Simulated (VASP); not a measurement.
# FeO (relaxed from the wurtzite structure, space group P6_3mc): computed properties

Level of theory: PBEsol GGA, VASP's PBE PAW potentials (set 64) (plane waves; VASP).

- space group = P6_3mc (186)
- cell = a = b = 3.038 Å, c = 5.692 Å, α = β = 90.00°, γ = 120.00°
- volume per atom = 11.37 Å^3/atom
- band gap (over mesh and band path) = none (metal, semimetal or under 0.01 eV)
- cell moment = 8.00 μB
- density = 5.25 g/cm³

```cif
data_Fe2O2
_chemical_formula_sum 'Fe2 O2'
_space_group_name_H-M_alt 'P 1'
_space_group_IT_number 1
_cell_length_a 3.03770
_cell_length_b 3.03770
_cell_length_c 5.69203
_cell_angle_alpha 90.000
_cell_angle_beta 90.000
_cell_angle_gamma 120.000
loop_
_space_group_symop_operation_xyz
  'x, y, z'
loop_
_atom_site_label
_atom_site_type_symbol
_atom_site_fract_x
_atom_site_fract_y
_atom_site_fract_z
_atom_site_occupancy
Fe1 Fe 0.33333 0.66667 0.02083 1
Fe2 Fe 0.66667 0.33333 0.52083 1
O1 O 0.33333 0.66667 0.35417 1
O2 O 0.66667 0.33333 0.85417 1
```
Starting moments (μB, in the order of the record's atoms Fe Fe O O): 3.6 3.6 0.3 0.3.

The moments were started parallel, and other spin orders were not tried in this run.

The structure was generated: FeO was put into the wurtzite type (P6_3mc), which need not be its known phase. It was relaxed first. Symmetry was kept, so distortions that lower it aren't found.
